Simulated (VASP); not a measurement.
Write the native input for VASP 6.6.1 that does the following.

| Property | Result |
| --- | --- |
| Task | relaxation of cell and atoms |
| Functional | PBE |
| Potentials or basis | VASP PAW PBE potentials, release 64 (Zn, Cd, Se, S) |
| Cutoff | 520 eV |
| k mesh | 8 × 8 × 8 |
| Occupations | gaussian, width 0.03 eV |
| Spin | no spin polarisation |
| Further INCAR settings | ALGO = Normal; EDIFF = 1e-06; IBRION = 2; EDIFFG = -0.01; NSW = 90; ISIF = 3 |

The structure of ZnCd2SeS2 lies in POSCAR:

```
ZnCd2SeS2
1.0
   -2.0780000000      6.2030000000      2.9360000000
    2.0780000000     -6.2030000000      2.9360000000
    2.0780000000      6.2030000000     -2.9360000000
Zn Cd Se S
1 2 1 2
Direct
    0.9868869200      0.9868869200      0.0000000000
    0.3363117900      0.0064713900      0.3298404000
    0.6766309900      0.0064713900      0.6701596000
    0.2242847400      0.7242847400      0.5000000000
    0.6046322800      0.7629427800      0.8416895100
    0.9212532700      0.7629427800      0.1583104900
```

The cell was built by a generator and needn't be a form met in nature.

These files were run (other wordings do the same):

INCAR

```
PREC = Accurate ; ENCUT = 520
EDIFF = 1E-6 ; ISMEAR = 0
SIGMA = 0.03 ; LREAL = False
LASPH = True ; NELM = 120
ALGO = Normal ; ISIF = 3
LWAVE = False ; LCHARG = False
GGA = PE ; IBRION = 2
NSW = 90 ; EDIFFG = -0.01
KPAR = 4
```

KPOINTS

```
regular mesh
0
Gamma
  8 8 8
```

Potentials or basis: VASP PAW PBE potentials, release 64 (Zn, Cd, Se, S).

Launch:

```sh
$ cat potpaw_PBE.64/Zn/POTCAR potpaw_PBE.64/Cd/POTCAR potpaw_PBE.64/Se/POTCAR potpaw_PBE.64/S/POTCAR > POTCAR
$ mpirun -np 4 vasp_std > vasp.out
```

Results of the run:

```json
{
  "Relaxed volume": "25.19 Å³/atom",
  "Relaxed cell": "a = 7.160 Å, b = 7.160 Å, c = 7.160 Å, α = 146.38°, β = 60.44°, γ = 131.34°",
  "Space group after relaxing (to 0.05 Å)": "Imm2 (No. 44)",
  "Energy gained by relaxing": "0.4 meV/atom",
  "Ionic steps": "13",
  "Pressure after relaxing": "0.0 GPa",
  "Largest force after relaxing": "0.010 eV/Å",
  "Band gap on the k mesh": "1.02 eV, direct"
}
```

Wall time 11 min on 4 MPI ranks on Intel(R) Xeon(R) 6975P-C (Granite Rapids), with other jobs on the host, peak memory 0.8 GiB a rank.
